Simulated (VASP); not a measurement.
## Br (relaxed from the bcc structure, space group Im-3m): computed properties

Calculation: PBEsol GGA, VASP's PBE PAW potentials (set 64) (plane waves; VASP).

```json
{
 "space_group": "Im-3m (229)",
 "cell": "a = b = c = 3.642 Å, α = β = γ = 90.00°",
 "volume_per_atom": "24.15 Å^3/atom",
 "band gap (over mesh and band path)": "none (metal, semimetal or under 0.01 eV)",
 "band_gap_with_spin_orbit_coupling": "none (metallic)",
 "density": "5.49 g/cm³"
}
```

```
CELL_PARAMETERS angstrom
     -1.82098     1.82098     1.82098
      1.82098    -1.82098     1.82098
      1.82098     1.82098    -1.82098
ATOMIC_POSITIONS crystal
  Br 0.00000 0.00000 0.00000
```

The structure was generated: Br was put into the bcc type (Im-3m), which need not be its known phase. It was relaxed first, which changed the volume by -9 %. Symmetry was kept, so distortions that lower it aren't found.
